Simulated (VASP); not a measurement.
# Relaxed cell of Nb (Niobium): a test of cutoff and mesh, part 2 of 2

How far does the relaxed cell of Nb (Niobium) depend on cutoff and k mesh? The starting structure is a measured crystal structure from the Crystallography Open Database.

VASP 6.6.1.

Results so far: reference 17.46 Å³ an atom; a cutoff of 290 eV 17.34 Å³ an atom; a 6×6×6 mesh 17.15 Å³ an atom.

## Step 5: Relaxation with a cutoff of 600 eV

Level of this step: PBEsol; plane waves and PAW (Nb_sv) (VASP).

Against step 2 the input has ENCUT = 600.

INCAR reads:

```
SYSTEM = Nb
PREC = Accurate
ENCUT = 600
EDIFF = 1E-06
NELM = 100
ISMEAR = 1
SIGMA = 0.1
LREAL = .FALSE.
ALGO = Normal
GGA = PS
NBANDS = 12
LORBIT = 11
LWAVE = .FALSE.
LCHARG = .FALSE.
KPAR = 2
IBRION = 2
NSW = 50
ISIF = 3
EDIFFG = -0.01
```

POSCAR reads:

```
Nb
1.0
   -1.6502000000      1.6502000000      1.6502000000
    1.6502000000     -1.6502000000      1.6502000000
    1.6502000000      1.6502000000     -1.6502000000
Nb
1
Direct
    0.0000000000      0.0000000000      0.0000000000
```

KPOINTS reads:

```
Automatic mesh
0
Gamma
12 12 12
0 0 0
```

The projector-augmented-wave data sets are Nb_sv (PBE family, release 64).

Run with:

```
mpirun -np 2 vasp_std
```

Output:

```text
[... set-up lines as in an earlier step ...]
 entering main loop
       N       E                     dE             d eps       ncg     rms          rms(c)
DAV:   1     0.131325174579E+03    0.13133E+03   -0.80398E+03  1736   0.122E+03
DAV:   2    -0.590912792935E+01   -0.13723E+03   -0.13204E+03  1868   0.418E+02
DAV:   3    -0.110898197920E+02   -0.51807E+01   -0.48757E+01  2460   0.712E+01
DAV:   4    -0.114420931771E+02   -0.35227E+00   -0.35032E+00  2576   0.166E+01
[...]
DAV:  10    -0.109579071516E+02   -0.15979E-04   -0.16857E-05  2076   0.527E-02    0.135E-02
DAV:  11    -0.109579040945E+02    0.30571E-05   -0.56515E-06  2300   0.411E-02    0.255E-03
DAV:  12    -0.109579039805E+02    0.11397E-06   -0.29702E-07  1256   0.714E-03
   1 F= -.10957904E+02 E0= -.10958175E+02  d E =-.109579E+02
[...]
2 F= -.10934473E+02 E0= -.10934606E+02  d E =0.234311E-01
[...]
3 F= -.10965489E+02 E0= -.10965801E+02  d E =-.758505E-02
[...]
4 F= -.10965493E+02 E0= -.10965807E+02  d E =-.758947E-02
[...]
reached required accuracy - stopping structural energy minimisation
```

Wall time 27 s (2 MPI ranks of Intel Xeon Platinum 8488C (Sapphire Rapids), shared host); peak memory 0.28 GiB; 40 s of CPU time.

OUTCAR, selected parts (step 5):

```text
  Total       -0.0010757     -0.0010757     -0.0010757      0.0000000      0.0000000      0.0000000
  in kB       -0.0985311     -0.0985311     -0.0985311      0.0000000      0.0000000      0.0000000
  external PRESSURE =      -0.0985311 kB  Pullay stress =       0.0000000 kB

 POSITION                                       TOTAL-FORCE (eV/Angst)
 -----------------------------------------------------------------------------------
      1.63526      1.63526      1.63526        -0.000000     -0.000000      0.000000
 -----------------------------------------------------------------------------------
    total drift:                               -0.000000     -0.000000      0.000000

  FREE ENERGIE OF THE ION-ELECTRON SYSTEM (eV)
  ---------------------------------------------------
  free  energy   TOTEN  =       -10.9654934551 eV

  energy  without entropy=      -10.9664330217  energy(sigma->0) =      -10.96580664

[... 2 parts as in an earlier step ...]

[... 2 further parts left out ...]
[key lines of the parts left out:]
E-fermi :  11.3932
```

With a cutoff of 600 eV the cell ends at 17.491 Å³ an atom, +0.16 % from the reference.

## Step 6: Relaxation with a 16×16×16 mesh

Against step 2 the input has a 16×16×16 mesh. This run starts from the cell of an earlier relaxation, which isn't shown; the restart sets up the plane waves anew.

Edit INCAR of step 5 so:

```diff
@@ -2,3 +2,3 @@
 PREC = Accurate
-ENCUT = 600
+ENCUT = 450
 EDIFF = 1E-06
```

POSCAR reads:

```
Nb
1.0
   -1.6332933101      1.6332933101      1.6332933101
    1.6332933101     -1.6332933101      1.6332933101
    1.6332933101      1.6332933101     -1.6332933101
Nb
1
Direct
    0.0000000000      0.0000000000      0.0000000000
```

KPOINTS reads:

```
Automatic mesh
0
Gamma
16 16 16
0 0 0
```

Run with:

```
mpirun -np 2 vasp_std
```

Output:

```text
[... set-up lines as in an earlier step ...]
 entering main loop
       N       E                     dE             d eps       ncg     rms          rms(c)
DAV:   1     0.104974856092E+03    0.10497E+03   -0.67802E+03  3512   0.978E+02
DAV:   2    -0.745477733176E+01   -0.11243E+03   -0.10824E+03  3852   0.361E+02
DAV:   3    -0.112405910949E+02   -0.37858E+01   -0.36685E+01  5072   0.581E+01
DAV:   4    -0.114091526097E+02   -0.16856E+00   -0.16756E+00  4732   0.113E+01
[...]
DAV:  10    -0.109528137403E+02   -0.13558E-04   -0.16566E-05  4116   0.489E-02    0.142E-02
DAV:  11    -0.109528087905E+02    0.49498E-05   -0.49647E-06  4540   0.362E-02    0.270E-03
DAV:  12    -0.109528086813E+02    0.10920E-06   -0.15723E-07  2360   0.498E-03
   1 F= -.10952809E+02 E0= -.10952727E+02  d E =-.109528E+02
[...]
reached required accuracy - stopping structural energy minimisation
```

It took 20 s on 2 MPI ranks; peak memory 0.26 GiB; 24 s of CPU time.

Parts of OUTCAR (step 6):

```text
  Total       -0.0073350     -0.0073350     -0.0073350     -0.0000000     -0.0000000      0.0000000
  in kB       -0.6743035     -0.6743035     -0.6743035     -0.0000000     -0.0000000      0.0000000
  external PRESSURE =      -0.6743035 kB  Pullay stress =       0.0000000 kB

 POSITION                                       TOTAL-FORCE (eV/Angst)
 -----------------------------------------------------------------------------------
      0.00000      0.00000      0.00000         0.000000      0.000000      0.000000
 -----------------------------------------------------------------------------------
    total drift:                                0.000000     -0.000000      0.000000

  FREE ENERGIE OF THE ION-ELECTRON SYSTEM (eV)
  ---------------------------------------------------
  free  energy   TOTEN  =       -10.9528086813 eV

  energy  without entropy=      -10.9525627432  energy(sigma->0) =      -10.95272670

[... 1 part as in an earlier step ...]

[... 3 further parts left out ...]
[key lines of the parts left out:]
E-fermi :  11.5134
```

With a 16×16×16 mesh the cell ends at 17.428 Å³ an atom, -0.20 % from the reference.

## Step 7: All runs side by side

```tsv
run	volume (Å³/atom)	change (%)	pressure left (GPa)	core minutes
reference	17.464	-	-0.01	0.567
a cutoff of 290 eV	17.344	-0.68	0.0	0.827
a 6×6×6 mesh	17.147	-1.81	-0.03	0.62
a cutoff of 600 eV	17.491	0.16	-0.01	0.9
a 16×16×16 mesh	17.428	-0.2	-0.07	2.02
```

Core minutes are wall time times ranks, summed over the relaxations behind a row (those for a bulk modulus apart), on shared hosts.

## Step 8: Outcome

```yaml
volume_of_the_reference: 17.46 Å³/atom
volume_against_the_reference_a_cutoff_of_290_ev: -0.68 %
volume_against_the_reference_a_6x6x6_mesh: -1.81 %
volume_against_the_reference_a_cutoff_of_600_ev: +0.16 %
volume_against_the_reference_a_16x16x16_mesh: -0.20 %
```

What this shows: The volume moves most with a 6×6×6 mesh: -1.81 % against the reference (450 eV, 12×12×12 mesh). On finer settings it changes by +0.16 % with a cutoff of 600 eV and -0.20 % with a 16×16×16 mesh. The relaxations stop with up to 0.07 GPa left, which at a bulk modulus of 50 GPa, to name a scale, is 0.13 % of the volume. A cell that shrinks at the lower cutoff is the usual mark of Pulay stress, the error that a plane-wave basis makes when it is kept while the volume changes. Further runs on this material are not shown.

[Lines on the potential files, build, host, timing and source positions are cut from VASP's logs without a mark.]

[Logs are printed without paths, hosts, clocks, repeated set-up lines and the standing remarks that a program may print on its own settings, such as how far it seeks lower states.]

[Hosts, paths, dates, database ids (printed as entryN), source tags and the programs' standing remarks are cut or masked in the printed files.]
